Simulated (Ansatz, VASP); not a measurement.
# SnC3: VASP beside Ansatz

```
C Sn
1.0
     2.98458    0.00000    0.00000
     0.00000    2.98458    0.00000
     0.00000    0.00000    4.67143
C Sn
3 1
Direct
  0.50000 0.00000 0.82272
  0.50000 0.50000 0.00000
  0.00000 0.50000 0.17728
  0.00000 0.00000 0.50000
```

Alike in both runs: task single point; functional PBE; k mesh 8 × 8 × 4; no spin polarisation.

|  | VASP | Ansatz |
| --- | --- | --- |
| version | VASP 6.6.1 | Ansatz 0.2.0 |
| potentials or method | VASP PAW PBE potentials, release 64 (C, Sn_d) | plane waves, PAW |
| plane-wave cutoff (eV) | 520 | 420 |
| occupations | gaussian, width 0.01 eV | fixed |
| valence electrons in the cell | 26 | 26 |

VASP gave:

```
gap on the k mesh at the Fermi level (eV)       : 0.23
pressure (GPa)                                  : 0.0
largest component of the traceless stress (GPa) : 0.08
rms of the force components (eV/Å)              : 0.003
```

Q: What did Ansatz give for the same quantities?

A: gap on the k mesh at the Fermi level (eV): 0.23; pressure (GPa): 0.0; largest component of the traceless stress (GPa): 0.00; rms of the force components (eV/Å): 0.000.

Atom by atom the forces differ by 0.003 eV/Å (rms over components).

Caveats: spin-orbit coupling is left out, which moves the levels of the heavy elements.
